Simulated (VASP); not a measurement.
Here is the system:

```
CELL_PARAMETERS angstrom
      5.24675     0.00000     0.00000
      0.00000     1.62744     8.04622
      0.00000    -1.62744     8.04622
ATOMIC_POSITIONS crystal
  Mg 0.50000 0.99964 0.99964
  Mg 0.50000 0.66766 0.66766
  Mg 0.50000 0.33354 0.33354
  Mg 0.00000 0.88857 0.88857
  Mg 0.00000 0.55409 0.55409
  Sb 0.00000 0.22315 0.22315
```

All values below come from PBEsol GGA with spin-orbit coupling, VASP's PBE PAW potentials (set 64) (plane waves; VASP). Settings: 400 eV cut-off, 5×9×9 Γ-centred mesh, Gaussian smearing of 0.050 eV, potentials Mg Sb.

Question: Give the energies of bands 8 to 21 at the high-symmetry points, in eV from the Fermi level.

Answer: 
```
band      Γ      Y     C0      Z     A0      T      S      R
----  -----  -----  -----  -----  -----  -----  -----  -----
8     -3.68  -3.67  -2.21  -4.61  -2.75  -5.10  -2.84  -2.60
9     -2.72  -3.42  -2.02  -4.05  -2.08  -2.69  -1.66  -2.20
10    -2.72  -3.42  -2.02  -4.05  -2.08  -2.69  -1.66  -2.20
11    -1.06  -1.76  -1.33  -3.47  -1.96  -1.64  -1.29  -1.54
12    -1.06  -1.76  -1.33  -3.47  -1.96  -1.64  -1.29  -1.54
13    -0.69  -1.39  -0.55   1.29  -1.05  -1.50  -0.91  -1.49
14    -0.69  -1.39  -0.53   1.29  -1.02  -1.50  -0.91  -1.49
15    -0.11  -1.10   0.03   1.91  -0.79  -0.41   0.43  -0.79
16    -0.11  -1.10   0.04   1.91  -0.76  -0.41   0.43  -0.79
17     0.10   1.91   0.65   2.17  -0.09   2.73   0.68  -0.36
18     0.10   1.91   0.67   2.17  -0.09   2.73   0.68  -0.36
19     1.22   2.18   1.40   3.04   0.23   3.24   1.30   0.38
20     1.22   2.18   1.40   3.04   0.23   3.24   1.30   0.38
21     1.88   2.79   1.60   3.17   0.96   4.16   1.96   0.83
```

It has no gap at this level: it comes out as a metal or semimetal.

The structure comes from a computed database's Mg5Sb entry (Amm2); how it stands against other phases isn't given here. It was relaxed first.
